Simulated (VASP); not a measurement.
Input:

```
CELL_PARAMETERS angstrom
      1.75748    -3.04409     0.00000
      1.75748     3.04409     0.00000
      0.00000     0.00000     5.10538
ATOMIC_POSITIONS crystal
  Sn 0.00000 0.00000 0.00000
  Se 0.33333 0.66667 0.31310
  Se 0.66667 0.33333 0.68690
```

All values below come from LDA (Ceperley-Alder, Perdew-Zunger), VASP's LDA PAW potentials (set 64) (plane waves; VASP 6.6.1). Numerical set-up: 500 eV cut-off, 10×10×6 Γ-centred mesh, first-order Methfessel-Paxton smearing of 0.10 eV, potentials Sn_d Se.

Energy and stress use the plane-wave basis of the starting cell.

The ions, cell shape and volume at an external pressure of 45.0 GPa are relaxed. Predict the relaxed structure.

```
CELL_PARAMETERS angstrom
      1.69571    -2.93720     0.00000
      1.69571     2.93720     0.00000
      0.00000     0.00000     5.10002
ATOMIC_POSITIONS crystal
  Sn 0.00000 0.00000 0.00000
  Se 0.33333 0.66667 0.31654
  Se 0.66667 0.33333 0.68346
```
Space group P-3m1 (164), at a tolerance of 0.03 Å.

How do energy and volume change from the first to the last step?

The energy (σ→0) changes by +295.5 meV/atom and the volume by -7.0 %, in 11 ionic steps.

The compound is SnSe2 in the 1T layered structure. This run relaxes it under an external pressure of 45 GPa. Symmetry was kept, so distortions that lower it aren't found.
